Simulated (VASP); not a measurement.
Consider the following.

```
CELL_PARAMETERS angstrom
      3.00201     0.00000     0.00000
      0.00000     3.00201     0.00000
      0.00000     0.00000     3.00201
ATOMIC_POSITIONS crystal
  Al 0.50000 0.50000 0.50000
  Ru 0.00000 0.00000 0.00000
```

These are optB88-vdW, VASP's PBE PAW potentials (set 64) (plane waves; VASP) values and carry that method's errors. Run with 520 eV cut-off, Gaussian smearing of 0.050 eV, potentials Al Ru_pv.

Problem. Give the energies of bands 4 to 11 at the high-symmetry points, in eV from the Fermi level.

Solution. 
```json
[
 {"band": "4", "Γ": "-9.54", "X": "-5.71", "M": "-5.94", "R": "-4.53"},
 {"band": "5", "Γ": "-3.44", "X": "-5.38", "M": "-2.96", "R": "-4.53"},
 {"band": "6", "Γ": "-3.44", "X": "-2.67", "M": "-1.25", "R": "-4.53"},
 {"band": "7", "Γ": "0.18", "X": "-1.57", "M": "-1.25", "R": "1.63"},
 {"band": "8", "Γ": "0.18", "X": "-1.57", "M": "-1.14", "R": "1.63"},
 {"band": "9", "Γ": "0.18", "X": "0.42", "M": "-1.14", "R": "2.48"},
 {"band": "10", "Γ": "6.05", "X": "2.27", "M": "1.54", "R": "4.21"},
 {"band": "11", "Γ": "6.05", "X": "7.63", "M": "5.24", "R": "4.21"}
]
```

It has no gap at this level: it comes out as a metal or semimetal.

The compound is RuAl in the CsCl type structure. It was relaxed first. The electron count is odd and the run is not spin-polarised, which forces a metal.
